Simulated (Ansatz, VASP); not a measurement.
# Cross-check of Zr (Zirconium) between VASP and Ansatz, part 2 of 2

Wanted: the spread between two codes on one cell, functional and k mesh. The structure shown comes from an earlier Ansatz run, which isn't shown and may have moved the atoms alone.

VASP 6.6.1 and Ansatz 0.2.0.

So far: Set-up; Ansatz: elastic constants, LDA, pair 1.

**3. VASP: elastic constants, LDA, pair 1**

Level of this step: LDA; plane waves and PAW (Zr_sv) (VASP).

The same cell, functional (in two slightly different forms), mesh and smearing now go to VASP, with its own data sets.

Lines of VASP's logs that name or quote its potential files are left out, and so is its time.

INCAR reads:

```
SYSTEM = Zr
PREC = Accurate
ENCUT = 500
EDIFF = 1E-08
NELM = 120
ISMEAR = 1
SIGMA = 0.25
LREAL = .FALSE.
ALGO = Normal
GGA = CA
NBANDS = 18
LASPH = .TRUE.
LORBIT = 11
LWAVE = .FALSE.
LCHARG = .FALSE.
ISIF = 3
IBRION = 6
NFREE = 2
POTIM = 0.015
NSW = 1
GGA_COMPAT = .FALSE.
KPAR = 2
```

POSCAR reads:

```
Zr
1.0
    3.2144039910      0.0000000000      0.0000000000
   -1.6072019955      2.7837555142      0.0000000000
    0.0000000000      0.0000000000      4.9242850170
Zr
2
Direct
    0.3333333333      0.6666666667      0.2500000000
    0.6666666667      0.3333333333      0.7500000000
```

KPOINTS reads:

```
Automatic mesh
0
Gamma
4 4 4
0 0 0
```

Potentials, in the order of the species: Zr_sv (LDA family, release 64).

On the command line:

```sh
$ mpirun -np 2 vasp_std
```

Numbers of over 12 decimals in the logs are rounded to 6 here.

Output:

```text
[banner, memory and clock lines left out]
running    2 mpi-ranks, on    1 nodes
 distrk:  each k-point on    1 cores,    2 groups
 distr:  one band on    1 cores,    1 groups

 POSCAR found type information on POSCAR Zr
 POSCAR found :  1 types and       2 ions
 LDA part: xc-table for (Slater(with rela. corr.)+CA(PZ))
 , standard interpolation
 POSCAR, INCAR and KPOINTS ok, starting setup
 FFT: planning ... GRIDC
 FFT: planning ... GRID_SOFT
 FFT: planning ... GRID
 WAVECAR not read
 entering main loop
       N       E                     dE             d eps       ncg     rms          rms(c)
DAV:   1     0.212328763805E+03    0.21233E+03   -0.13196E+04   432   0.129E+03
DAV:   2    -0.439804081892E+01   -0.21673E+03   -0.21367E+03   530   0.376E+02
DAV:   3    -0.189550645433E+02   -0.14557E+02   -0.14409E+02   776   0.740E+01
DAV:   4    -0.193049616737E+02   -0.34990E+00   -0.34974E+00   502   0.115E+01
DAV:   5    -0.193168718031E+02   -0.11910E-01   -0.11908E-01   634   0.150E+00    0.160E+01
DAV:   6    -0.186937295111E+02    0.62314E+00   -0.93096E-01   474   0.746E+00    0.644E+00
DAV:   7    -0.185678158311E+02    0.12591E+00   -0.61334E-01   628   0.511E+00    0.109E+00
DAV:   8    -0.185699062708E+02   -0.20904E-02   -0.35064E-02   540   0.150E+00    0.302E-01
DAV:   9    -0.185701703188E+02   -0.26405E-03   -0.17551E-03   534   0.386E-01    0.309E-02
DAV:  10    -0.185701509664E+02    0.19352E-04   -0.58922E-05   598   0.489E-02    0.244E-02
DAV:  11    -0.185701514557E+02   -0.48935E-06   -0.91660E-06   476   0.362E-02    0.280E-03
DAV:  12    -0.185701514005E+02    0.55191E-07   -0.38830E-07   542   0.435E-03    0.224E-03
DAV:  13    -0.185701514282E+02   -0.27671E-07   -0.49454E-08   460   0.173E-03    0.553E-04
DAV:  14    -0.185701514305E+02   -0.22792E-08   -0.37275E-09   258   0.684E-04
   1 F= -.18570151E+02 E0= -.18571954E+02  d E =0.540748E-02
[... from here on, the cycles between the ionic steps are left out ...]
   2 F= -.18565115E+02 E0= -.18567220E+02  d E =0.631622E-02
   3 F= -.18563966E+02 E0= -.18565267E+02  d E =0.390358E-02
   9 F= -.18568493E+02 E0= -.18570337E+02  d E =0.553372E-02
  10 F= -.18568793E+02 E0= -.18570502E+02  d E =0.512601E-02
  11 F= -.18568794E+02 E0= -.18570502E+02  d E =0.512611E-02
  12 F= -.18568795E+02 E0= -.18570505E+02  d E =0.513074E-02
  13 F= -.18568795E+02 E0= -.18570505E+02  d E =0.513094E-02
  14 F= -.18570039E+02 E0= -.18571776E+02  d E =0.521199E-02
  15 F= -.18570039E+02 E0= -.18571776E+02  d E =0.521204E-02
  16 F= -.18569334E+02 E0= -.18571043E+02  d E =0.512835E-02
 Finite differences progress:
  Degree of freedom:   8/  8
  Displacement:        1/  2
  Total:              15/ 16
 bond charge predicted
       N       E                     dE             d eps       ncg     rms          rms(c)
DAV:   1    -0.185636082300E+02    0.57258E-02   -0.32738E+00   468   0.189E+01    0.227E-01
DAV:   2    -0.185694904314E+02   -0.58822E-02   -0.69955E-02   488   0.263E+00    0.111E-01
DAV:   3    -0.185693729280E+02    0.11750E-03   -0.13003E-03   710   0.248E-01    0.472E-02
DAV:   4    -0.185693404543E+02    0.32474E-04   -0.65130E-05   510   0.591E-02    0.171E-02
DAV:   5    -0.185693342630E+02    0.61913E-05   -0.11901E-05   614   0.259E-02    0.286E-03
DAV:   6    -0.185693340504E+02    0.21261E-06   -0.96750E-07   504   0.964E-03    0.787E-04
DAV:   7    -0.185693340267E+02    0.23708E-07   -0.12714E-07   528   0.276E-03    0.355E-04
DAV:   8    -0.185693340232E+02    0.35066E-08   -0.12769E-08   306   0.128E-03
  17 F= -.18569334E+02 E0= -.18571043E+02  d E =0.512842E-02
 Finite differences progress:
  Degree of freedom:   8/  8
  Displacement:        2/  2
  Total:              16/ 16
```

From OUTCAR (step 3):

```text
ion  position               nearest neighbor table
   1  0.333  0.667  0.250-   2 3.08   2 3.08   2 3.08   2 3.08   2 3.08   2 3.08
   2  0.667  0.333  0.750-   1 3.08   1 3.08   1 3.08   1 3.08   1 3.08   1 3.08

  LATTYP: Found a hexagonal cell.
 ALAT       =     3.2144039910
 C/A-ratio  =     1.5319434118

 Subroutine GETGRP returns: Found 24 space group operations
 (whereof 12 operations were pure point group operations)

The static configuration has the point symmetry D_3d.
 The point group associated with its full space group is D_6h.

 Found     12 irreducible k-points:

   k-points           NKPTS =     12   k-points in BZ     NKDIM =     12   number of bands    NBANDS=     18

   dimension x,y,z NGX =    24 NGY =   24 NGZ =   36
   dimension x,y,z NGXF=    48 NGYF=   48 NGZF=   72

   ENCUT  =  500.0 eV  36.75 Ry    6.06 a.u.   5.86  5.86  8.98*2*pi/ulx,y,z

   NELECT =      24.0000    total number of electrons

 k-points in reciprocal lattice and weights: Automatic mesh
   0.00000000  0.00000000  0.00000000       0.016
   0.25000000  0.00000000  0.00000000       0.094
   0.50000000  0.00000000  0.00000000       0.047
   0.25000000  0.25000000  0.00000000       0.094
   0.00000000  0.00000000  0.25000000       0.031
   0.25000000  0.00000000  0.25000000       0.188
   0.50000000  0.00000000  0.25000000       0.094
   0.25000000  0.25000000  0.25000000       0.188
   0.00000000  0.00000000  0.50000000       0.016
   0.25000000  0.00000000  0.50000000       0.094
   0.50000000  0.00000000  0.50000000       0.047
   0.25000000  0.25000000  0.50000000       0.094

 average (electrostatic) potential at core
       1 -73.7333       2 -73.7333

 E-fermi :   9.4272

 k-point     1 :       0.0000    0.0000    0.0000
  band No.  band energies     occupation
    ...
      6     -16.6603      2.00000
      7     -16.6603      2.00000
      8     -16.6010      2.00000
      9       3.7062      2.00000
     10       6.2230      2.00000
     11      10.1638     -0.00025
     12      10.1638     -0.00025
     13      10.7587     -0.00000
     14      11.0013     -0.00000
     15      11.0013     -0.00000
    ...

 k-point     2 :       0.2500    0.0000    0.0000
  band No.  band energies     occupation
    ...
      8     -16.7055      2.00000
      9       5.2762      2.00000
     10       7.1866      2.00000
     11       8.5782      2.00002
     12       8.7405      2.00072
     13      10.2600     -0.00003
     14      10.3031     -0.00001
     15      10.8317     -0.00000
     16      11.7605     -0.00000
     17      12.3280     -0.00000
    ...

 k-point     3 :       0.5000    0.0000    0.0000
  band No.  band energies     occupation
    ...
      8     -16.7596      2.00000
      9       6.6109      2.00000
     10       6.8272      2.00000
     11       7.1769      2.00000
     12       9.2600      1.89681
     13       9.6372      0.00081
     14      10.4812     -0.00000
     15      11.1689     -0.00000
     16      14.3413     -0.00000
     17      14.8761      0.00000
    ...

  Total        0.0264350      0.0264350      0.0530018      0.0000000      0.0000000      0.0000000
  in kB        0.9612031      0.9612031      1.9272004      0.0000000      0.0000000      0.0000000
  external PRESSURE =       1.2832022 kB  Pullay stress =       0.0000000 kB

  energy-cutoff  :      500.00
  volume of cell :       44.06
      direct lattice vectors                 reciprocal lattice vectors
     3.214403991  0.000000000  0.000000000     0.311099664  0.179613474  0.000000000
    -1.607201996  2.783755514  0.000000000     0.000000000  0.359226949  0.000000000
     0.000000000  0.000000000  4.924285017     0.000000000  0.000000000  0.203075167

 POSITION                                       TOTAL-FORCE (eV/Angst)
 -----------------------------------------------------------------------------------
     -0.00000      1.85584      1.21607        -0.000000      0.000000      0.108671
      1.60720      0.92792      3.69321         0.000000     -0.000000     -0.108671
 -----------------------------------------------------------------------------------
    total drift:                               -0.000000      0.000000     -0.000236

  FREE ENERGIE OF THE ION-ELECTRON SYSTEM (eV)
  ---------------------------------------------------
  free  energy   TOTEN  =       -18.5693340232 eV

  energy  without entropy=      -18.5744624391  energy(sigma->0) =      -18.57104350

  SYMMETRIZED ELASTIC MODULI (kBar)
 Direction    XX          YY          ZZ          XY          YZ          ZX
 --------------------------------------------------------------------------------
 XX        1804.5469    741.4037    585.5658      0.0000     -0.0000     -0.0000
 YY         741.4037   1804.5469    585.5658      0.0000      0.0000      0.0000
 ZZ         585.5658    585.5658   2188.3371      0.0000      0.0000      0.0000
 XY           0.0000      0.0000      0.0000    531.5716     -0.0000     -0.0000
 YZ           0.0000      0.0000      0.0000      0.0000    437.1642      0.0000
 ZX          -0.0000     -0.0000      0.0000      0.0000      0.0000    437.1642
 --------------------------------------------------------------------------------

 Eigenvectors and eigenvalues of the dynamical matrix
 ----------------------------------------------------

   1 f  =    6.230459 THz    39.147127 2PiTHz  207.825736 cm-1    25.767096 meV
             X         Y         Z           dx          dy          dz
     -0.000000  1.855837  1.231071     0.000000    0.000000    0.707107
      1.607202  0.927919  3.693214     0.000000    0.000000   -0.707107

   2 f  =    2.306815 THz    14.494144 2PiTHz   76.947057 cm-1     9.540215 meV
             X         Y         Z           dx          dy          dz
     -0.000000  1.855837  1.231071    -0.707107    0.000000    0.000000
      1.607202  0.927919  3.693214     0.707107    0.000000    0.000000

   3 f  =    2.306815 THz    14.494144 2PiTHz   76.947057 cm-1     9.540215 meV
             X         Y         Z           dx          dy          dz
     -0.000000  1.855837  1.231071     0.000000   -0.707107    0.000000
      1.607202  0.927919  3.693214     0.000000    0.707107    0.000000

   4 f  =    0.000000 THz     0.000000 2PiTHz    0.000000 cm-1     0.000000 meV
             X         Y         Z           dx          dy          dz
     -0.000000  1.855837  1.231071     0.000000   -0.707107    0.000000
      1.607202  0.927919  3.693214     0.000000   -0.707107    0.000000

   5 f  =    0.000000 THz     0.000000 2PiTHz    0.000000 cm-1     0.000000 meV
             X         Y         Z           dx          dy          dz
     -0.000000  1.855837  1.231071     0.707107    0.000000    0.000000
      1.607202  0.927919  3.693214     0.707107    0.000000    0.000000

   6 f  =    0.000000 THz     0.000000 2PiTHz    0.000000 cm-1     0.000000 meV
             X         Y         Z           dx          dy          dz
     -0.000000  1.855837  1.231071     0.000000    0.000000    0.707107
      1.607202  0.927919  3.693214     0.000000    0.000000    0.707107

 ELASTIC MODULI CONTR FROM IONIC RELAXATION (kBar)
 Direction    XX          YY          ZZ          XY          YZ          ZX
 --------------------------------------------------------------------------------
 XX         -80.8059     80.8059      0.0000      0.0000     -0.0000      0.0000
 YY          80.8059    -80.8059     -0.0000      0.0000     -0.0000      0.0000
 ZZ           0.0000     -0.0000     -0.0000      0.0000     -0.0000      0.0000
 XY           0.0000      0.0000      0.0000    -80.8059      0.0000      0.0000
 YZ          -0.0000     -0.0000     -0.0000      0.0000     -0.0000      0.0000
 ZX           0.0000      0.0000      0.0000      0.0000      0.0000      0.0000
 --------------------------------------------------------------------------------

 TOTAL ELASTIC MODULI (kBar)
 Direction    XX          YY          ZZ          XY          YZ          ZX
 --------------------------------------------------------------------------------
 XX        1723.7410    822.2096    585.5658      0.0000     -0.0000     -0.0000
 YY         822.2096   1723.7410    585.5658      0.0000      0.0000      0.0000
 ZZ         585.5658    585.5658   2188.3371      0.0000      0.0000      0.0000
 XY           0.0000      0.0000      0.0000    450.7657     -0.0000     -0.0000
 YZ          -0.0000      0.0000      0.0000      0.0000    437.1642      0.0000
 ZX          -0.0000     -0.0000      0.0000      0.0000      0.0000    437.1642
 --------------------------------------------------------------------------------

 total charge
# of ion       s       p       d       tot
------------------------------------------
    1        2.246   5.966   1.689   9.901
    2        2.246   5.966   1.689   9.901
--------------------------------------------------
tot          4.492  11.931   3.379  19.802

[... 3 further parts left out ...]
```

CONTCAR:

```
Zr
   1.00000000000000
     3.2144039910000002    0.0000000000000000    0.0000000000000000
    -1.6072019955000001    2.7837555142000001    0.0000000000000000
     0.0000000000000000    0.0000000000000000    4.9242850169999999
  Zr
     2
Direct
     0.3333333332999970    0.6666666667000030    0.2469538725016494
     0.6666666667000030    0.3333333332999970    0.7500000000000000
```

The k-mesh is coarse for a metal.

Levels, forces or a CONTCAR printed for this step are those of its last displaced cell, not of the structure at rest.

**4. Comparison**

Known differences besides the potentials themselves: the two LDA forms differ slightly; the cutoff is 420 eV in Ansatz and 500 eV in VASP; VASP's log shows a relativistic correction to its local exchange, Ansatz's none; VASP takes each elastic constant from one size of strain, Ansatz from those that its log lists. Total energies have different zeros and are not compared.

Compared:

| quantity | Ansatz | VASP | difference |
| --- | --- | --- | --- |
| C11 (GPa) | 173.9 | 172.4 | +0.88 % |
| C22 (GPa) | 173.9 | 172.4 | +0.88 % |
| C33 (GPa) | 221.0 | 218.8 | +0.98 % |
| C12 (GPa) | 81.9 | 82.2 | -0.34 % |
| C13 (GPa) | 57.8 | 58.6 | -1.27 % |
| C23 (GPa) | 57.8 | 58.6 | -1.27 % |
| C44 (GPa) | 44.4 | 43.7 | +1.55 % |
| C55 (GPa) | 44.4 | 43.7 | +1.55 % |
| C66 (GPa) | 46.0 | 45.1 | +1.99 % |

**5. Ansatz: elastic constants, LDA, pair 2**

Elastic constants are differences of stresses under small strains, so they test the stress and the mesh. The cell compared in this pair holds 43.55 Å³, against 44.06 Å³ for the pair before.

The structure shown comes from an earlier Ansatz run, which isn't shown and may have moved the atoms alone.

input.yaml reads:

```yaml
crystal:
  lattice:
    - [3.1434494276, 0.0, 0.0]
    - [-1.5717247138, 2.7223070598, 0.0]
    - [0.0, 0.0, 5.088629258]
  atoms:
    - { symbol: Zr, position: [0.3333333333, 0.6666666667, 0.25] }
    - { symbol: Zr, position: [0.6666666667, 0.3333333333, 0.75] }
kpoints:
  mp_grid: { grid: [15, 15, 8] }
hamiltonian:
  xc: lda
scf:
  occupations: { method: gaussian, width: 0.05 }
output:
  forces: true
  stress: true
  eigenvalues: true
elastic:
  mode: relaxed_ion
  stencil: two_point
  amplitude: 0.002
```

On the command line:

```sh
$ ansatz run input.yaml --threads 4 --pin off --max-ram 16384MiB --backend cpu --events-out ev --progress --plain --runs-dir out
```

Output:

```text
[...]
Crystal: 2 atoms, lattice volume = 43.546 Å³
Basis set: ecut = 420 eV, 845 PW (Γ)
Bands: 16, of which v1, the nominal top of the filled ones, is band 12 counted from 1 (11 counted from 0)
Symmetry: 24 space group operations
[...]
k-points: 135 of 1800
[...]
2.000e-3       0.3480       -8154.9282257       4   29656    867   relax 0 steps, max|allowed force component| 8.33e-17 eV/Å
[...]
δ    σ_23 (GPa)             F (eV)   n_scf  n_hpsi   n_pw
    -2.000e-3      -0.0271       -8154.9283071       2   77411    867   relax 1 steps, max|allowed force component| 5.50e-6 eV/Å
     2.000e-3       0.0271       -8154.9283071       2   77432    867   relax 1 steps, max|allowed force component| 5.50e-6 eV/Å
[key lines of the parts left out:]
SCF converged after 9 iterations
Free energy (F): -8154.928314 eV
Fermi energy:    14.868578 eV
P = ⅓ Tr σ = -0.0005 GPa (-0.005 kbar)
```

**6. VASP: elastic constants, LDA, pair 2**

The same cell, functional (in two slightly different forms), mesh and smearing now go to VASP, with its own data sets.

INCAR, as its differences from that of step 3:

```diff
@@ -5,4 +5,4 @@
 NELM = 120
-ISMEAR = 1
-SIGMA = 0.25
+ISMEAR = 0
+SIGMA = 0.05
 LREAL = .FALSE.
```

POSCAR reads:

```
Zr
1.0
    3.1434494276      0.0000000000      0.0000000000
   -1.5717247138      2.7223070598      0.0000000000
    0.0000000000      0.0000000000      5.0886292580
Zr
2
Direct
    0.3333333333      0.6666666667      0.2500000000
    0.6666666667      0.3333333333      0.7500000000
```

KPOINTS reads:

```
Automatic mesh
0
Gamma
15 15 8
0 0 0
```

On the command line:

```sh
$ mpirun -np 2 vasp_std
```

Output:

```text
[... set-up lines as in an earlier step ...]
 entering main loop
       N       E                     dE             d eps       ncg     rms          rms(c)
DAV:   1     0.209014796762E+03    0.20901E+03   -0.13194E+04  4860   0.129E+03
DAV:   2    -0.413066435449E+01   -0.21315E+03   -0.20968E+03  5802   0.380E+02
DAV:   3    -0.189036859629E+02   -0.14773E+02   -0.14613E+02  8614   0.730E+01
DAV:   4    -0.192672994431E+02   -0.36361E+00   -0.36266E+00  5684   0.118E+01
[...]
DAV:  11    -0.185854851654E+02   -0.81931E-06   -0.82705E-06  5288   0.338E-02    0.197E-03
DAV:  12    -0.185854850681E+02    0.97302E-07   -0.35292E-07  6590   0.405E-03    0.183E-03
DAV:  13    -0.185854850663E+02    0.18281E-08   -0.25789E-08  4176   0.123E-03
   1 F= -.18585485E+02 E0= -.18584113E+02  d E =-.274322E-02
[... from here on, the cycles between the ionic steps are left out ...]
   2 F= -.18581308E+02 E0= -.18579942E+02  d E =-.273282E-02
   3 F= -.18580589E+02 E0= -.18579346E+02  d E =-.248637E-02
   9 F= -.18584089E+02 E0= -.18582728E+02  d E =-.272268E-02
  10 F= -.18585071E+02 E0= -.18583719E+02  d E =-.270346E-02
  11 F= -.18585071E+02 E0= -.18583719E+02  d E =-.270346E-02
  12 F= -.18585075E+02 E0= -.18583722E+02  d E =-.270460E-02
  13 F= -.18585075E+02 E0= -.18583722E+02  d E =-.270459E-02
  14 F= -.18585435E+02 E0= -.18584067E+02  d E =-.273568E-02
  15 F= -.18585435E+02 E0= -.18584067E+02  d E =-.273568E-02
  16 F= -.18584914E+02 E0= -.18583536E+02  d E =-.275684E-02
  17 F= -.18584914E+02 E0= -.18583536E+02  d E =-.275684E-02
 Finite differences progress:
  Degree of freedom:   8/  8
  Displacement:        2/  2
  Total:              16/ 16
```

From OUTCAR (step 6):

```text
  Total        0.0233393      0.0233393      0.0533651      0.0000000      0.0000000      0.0000000
  in kB        0.8587262      0.8587262      1.9634676      0.0000000      0.0000000      0.0000000
  external PRESSURE =       1.2269733 kB  Pullay stress =       0.0000000 kB

 POSITION                                       TOTAL-FORCE (eV/Angst)
 -----------------------------------------------------------------------------------
     -0.00000      1.81487      1.25716         0.000000      0.000000      0.075867
      1.57172      0.90744      3.81647        -0.000000     -0.000000     -0.075867
 -----------------------------------------------------------------------------------
    total drift:                               -0.000000      0.000000     -0.000449

  FREE ENERGIE OF THE ION-ELECTRON SYSTEM (eV)
  ---------------------------------------------------
  free  energy   TOTEN  =       -18.5849143178 eV

  energy  without entropy=      -18.5821574778  energy(sigma->0) =      -18.58353590

[... 3 further parts left out ...]
[key lines of the parts left out:]
E-fermi :   9.5808
```

Levels, forces or a CONTCAR printed for this step are those of its last displaced cell, not of the structure at rest.

**7. Comparison**

Both answers:

| quantity | Ansatz | VASP | difference |
| --- | --- | --- | --- |
| C11 (GPa) | 128.0 | 129.3 | -0.97 % |
| C22 (GPa) | 128.0 | 129.3 | -0.97 % |
| C33 (GPa) | 185.2 | 182.7 | +1.41 % |
| C12 (GPa) | 75.8 | 77.7 | -2.42 % |
| C13 (GPa) | 81.3 | 81.6 | -0.38 % |
| C23 (GPa) | 81.3 | 81.6 | -0.38 % |
| C44 (GPa) | 13.5 | 13.7 | -1.09 % |
| C55 (GPa) | 13.5 | 13.7 | -1.09 % |
| C66 (GPa) | 26.1 | 25.8 | +1.21 % |

**8. Outcome**

| Property | Result |
| --- | --- |
| difference in C66 (elastic constants, LDA, pair 1) | 2.0 % |
| difference in C12 (elastic constants, LDA, pair 2) | -2.4 % |

In words: The difference in C12 is -2.4 % (elastic constants, LDA, pair 2), within the 5 % picked in this series as the mark of a large difference. Such differences can come from data sets, numerical settings and the points named under the comparisons, not from the functional's error against experiment.

[Lines on the potential files, build, host, timing and source positions are cut from VASP's logs without a mark.]

[Logs are printed without paths, hosts, clocks, repeated set-up lines and the standing remarks that a program may print on its own settings, such as how far it seeks lower states.]

[Hosts, paths, dates, database ids (printed as entryN), source tags and the programs' standing remarks are cut or masked in the printed files.]
